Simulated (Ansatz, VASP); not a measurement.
# GeN in two plane-wave programs, part 2 of 2

Aim: how closely do two programs agree when they are given the same cell, functional and k mesh? The cell is generated by rule, not measured, and may not be a known phase. The cell is taken from a series of runs on this material, whose earlier steps may have relaxed, scaled, displaced or heated it; both programs get it as it stands.

VASP 6.6.1 and Ansatz 0.2.0.

So far. Step 3 (Ansatz: single point, PBE, pair 1): The run ends at a pressure of -2.30 GPa. Step 5 (VASP: single point, PBE, pair 2): The run ends at a pressure of 2.36 GPa.

## 6. Ansatz: single point, PBE, pair 2

Level of this step: Ansatz beside VASP: Kohn-Sham DFT, plane waves, PBE (Ansatz).

The same cell, functional, mesh and smearing now go to Ansatz, which takes its cutoff from its data sets.

The cell is taken from a series of runs on this material, whose earlier steps may have relaxed, scaled, displaced or heated it; both programs get it as it stands.

Contents of input.yaml:

```yaml
crystal:
  lattice:
    - [0.0, 2.23295888, 2.23295888]
    - [2.23295888, 0.0, 2.23295888]
    - [2.23295888, 2.23295888, 0.0]
  atoms:
    - { symbol: Ge, position: [0.0, 0.0, 0.0] }
    - { symbol: "N", position: [0.5, 0.5, 0.5] }
kpoints:
  mp_grid: { grid: [16, 16, 16] }
hamiltonian:
  xc: pbe
scf:
  occupations: { method: methfessel_paxton, width: 0.15 }
output:
  forces: true
  stress: true
  eigenvalues: true
```

The run is started by

```
> ansatz run input.yaml --threads 4 --pin off --max-ram 8192MiB --backend cpu --events-out ev --progress --plain --runs-dir out
```

Numbers of over 12 decimals in the logs are rounded to 6 here.

What it wrote:

```text
[...]
Crystal: 2 atoms, lattice volume = 22.268 Å³
Basis set: ecut = 420 eV, 411 PW (Γ), exchange–correlation on 48×48×48 points (8 copies of the dense FFT grid, shifted against one another)
Bands: 14, of which v1, the nominal top of the filled ones, is band 10 counted from 1 (9 counted from 0)
Symmetry: 48 space group operations
[...]
k-points: 145 of 4096
[...]
--- Band table (eV; the first three rows and the last of 145) ---
  k-point 0: bands = [... 6 lower, 10.1069, 10.6617, 10.6617, 10.6617, 22.2560, 22.2560, 22.2560, 23.9286]
  k-point 1: bands = [... 6 lower, 9.2354, 10.6596, 10.6596, 11.4414, 21.5742, 21.8667, 21.8667, 23.9038]
  k-point 2: bands = [... 6 lower, 8.0717, 10.6575, 10.6575, 12.3294, 20.3463, 21.0368, 21.0368, 23.8093]
  k-point 144: bands = [... 6 lower, 5.1700, 6.1707, 6.1707, 13.6975, 17.7529, 19.9297, 19.9297, 26.3433]
[key lines of the parts left out:]
SCF converged after 6 iterations
Free energy (F): -4677.622636 eV
Fermi energy:    13.553418 eV
P = ⅓ Tr σ = 2.4803 GPa (24.803 kbar)
```

The run ends at a pressure of 2.48 GPa.

## 7. Differences

Both answers:

```
      quantity  Ansatz  VASP  difference
pressure (GPa)    2.48  2.36       +0.12
```

## 8. VASP: single point, PBE, pair 3

With cell and atoms fixed, the geometry can't cause a difference; cores, projectors, grids and the points listed under the comparison can. The cell compared in this pair holds 21.93 Å³, against 22.27 Å³ for the pair before.

Contents of INCAR:

```
SYSTEM = GeN
PREC = Accurate
ENCUT = 600
EDIFF = 1E-06
NELM = 120
ISMEAR = 1
SIGMA = 0.15
LREAL = .FALSE.
ALGO = Normal
GGA = PE
NBANDS = 15
LORBIT = 11
LWAVE = .FALSE.
LCHARG = .FALSE.
ISIF = 2
LASPH = .TRUE.
GGA_COMPAT = .FALSE.
```

Contents of POSCAR:

```
GeN
1.0
    0.0000000000      2.2215660345      2.2215660345
    2.2215660345      0.0000000000      2.2215660345
    2.2215660345      2.2215660345      0.0000000000
Ge N
1 1
Direct
    0.0000000000      0.0000000000      0.0000000000
    0.5000000000      0.5000000000      0.5000000000
```

Contents of KPOINTS:

```
Automatic mesh
0
Gamma
16 16 16
0 0 0
```

Potentials, in the order of the species: Ge_d and N (PBE family, release 64).

The run is started by

```
> mpirun -np 1 vasp_std
```

What it wrote:

```text
[... set-up lines as in an earlier step ...]
 entering main loop
       N       E                     dE             d eps       ncg     rms          rms(c)
DAV:   1     0.110875647214E+03    0.11088E+03   -0.10442E+04  4882   0.365E+03
DAV:   2    -0.208804922798E+01   -0.11296E+03   -0.10788E+03  5022   0.539E+02
DAV:   3    -0.125323569406E+02   -0.10444E+02   -0.10364E+02  4938   0.106E+02
DAV:   4    -0.127011313760E+02   -0.16877E+00   -0.16864E+00  5316   0.148E+01
[...]
DAV:  11    -0.115252496044E+02    0.64650E-05   -0.21575E-05  5759   0.111E-01    0.886E-03
DAV:  12    -0.115252506616E+02   -0.10572E-05   -0.44561E-06  5771   0.472E-02    0.199E-03
DAV:  13    -0.115252505431E+02    0.11855E-06   -0.31308E-07  2903   0.105E-02
   1 F= -.11525251E+02 E0= -.11525146E+02  d E =-.314177E-03
```

From OUTCAR (step 8):

```text
  Total        0.7171138      0.7171138      0.7171138      0.0000000     -0.0000000     -0.0000000
  in kB       52.3951345     52.3951345     52.3951345      0.0000000     -0.0000000     -0.0000000
  external PRESSURE =      52.3951345 kB  Pullay stress =       0.0000000 kB

 POSITION                                       TOTAL-FORCE (eV/Angst)
 -----------------------------------------------------------------------------------
      0.00000      0.00000      0.00000        -0.000000      0.000000     -0.000000
      2.22157      2.22157      2.22157         0.000000     -0.000000      0.000000
 -----------------------------------------------------------------------------------
    total drift:                                0.000000      0.000000      0.000000

  FREE ENERGIE OF THE ION-ELECTRON SYSTEM (eV)
  ---------------------------------------------------
  free  energy   TOTEN  =       -11.5252505431 eV

  energy  without entropy=      -11.5249363658  energy(sigma->0) =      -11.52514582

[... 1 part as in an earlier step ...]

[... 2 further parts left out ...]
[key lines of the parts left out:]
E-fermi :   9.1859
```

The run ends at a pressure of 5.24 GPa.

## 9. Ansatz: single point, PBE, pair 3

The same cell, functional, mesh and smearing now go to Ansatz, which takes its cutoff from its data sets.

The cell is taken from a series of runs on this material, whose earlier steps may have relaxed, scaled, displaced or heated it; both programs get it as it stands.

input.yaml, the sections that differ from step 6:

```yaml
crystal:
  lattice:
    - [0.0, 2.2215660345, 2.2215660345]
    - [2.2215660345, 0.0, 2.2215660345]
    - [2.2215660345, 2.2215660345, 0.0]
  atoms:
    - { symbol: Ge, position: [0.0, 0.0, 0.0] }
    - { symbol: "N", position: [0.5, 0.5, 0.5] }
# kpoints, hamiltonian, scf, output: as in step 6
```

The run is started by

```
> ansatz run input.yaml --threads 4 --pin off --max-ram 8192MiB --backend cpu --events-out ev --progress --plain --runs-dir out
```

What it wrote:

```text
[...]
Crystal: 2 atoms, lattice volume = 21.928 Å³
Basis set: ecut = 420 eV, 411 PW (Γ), exchange–correlation on 48×48×48 points (8 copies of the dense FFT grid, shifted against one another)
Bands: 14, of which v1, the nominal top of the filled ones, is band 10 counted from 1 (9 counted from 0)
Symmetry: 48 space group operations
[...]
k-points: 145 of 4096
[...]
--- Band table (eV; the first three rows and the last of 145) ---
  k-point 0: bands = [... 6 lower, 10.5062, 10.8900, 10.8900, 10.8900, 22.6798, 22.6798, 22.6798, 24.2374]
  k-point 1: bands = [... 6 lower, 9.5490, 10.8882, 10.8882, 11.7534, 21.9627, 22.2736, 22.2736, 24.2349]
  k-point 2: bands = [... 6 lower, 8.3558, 10.8856, 10.8856, 12.6639, 20.7076, 21.4215, 21.4215, 24.1510]
  k-point 144: bands = [... 6 lower, 5.3952, 6.3279, 6.3279, 14.0228, 18.1135, 20.2717, 20.2717, 26.7361]
[key lines of the parts left out:]
SCF converged after 6 iterations
Free energy (F): -4677.614557 eV
Fermi energy:    13.883928 eV
P = ⅓ Tr σ = 5.1790 GPa (51.790 kbar)
```

The run ends at a pressure of 5.18 GPa.

## 10. Differences

The two programs side by side:

```
      quantity  Ansatz  VASP  difference
pressure (GPa)    5.18  5.24       -0.06
```

## 11. Results

```yaml
difference_in_pressure_single_point_pbe_pair_1: 0.14 GPa
difference_in_pressure_single_point_pbe_pair_2: 0.12 GPa
difference_in_pressure_single_point_pbe_pair_3: -0.061 GPa
```

**Reading.** The difference in pressure is 0.14 GPa (single point, PBE, pair 1), within the 1 GPa picked in this series as the mark of a large difference. 2 further pairs of this series are not shown here. Such differences can come from data sets, numerical settings and the points named under the comparisons, not from the functional's error against experiment.

[Lines on the potential files, build, host, timing and source positions are cut from VASP's logs without a mark.]

[Logs are printed without paths, hosts, clocks, repeated set-up lines and the standing remarks that a program may print on its own settings, such as how far it seeks lower states.]

[Hosts, paths, dates, database ids (printed as entryN), source tags and the programs' standing remarks are cut or masked in the printed files.]
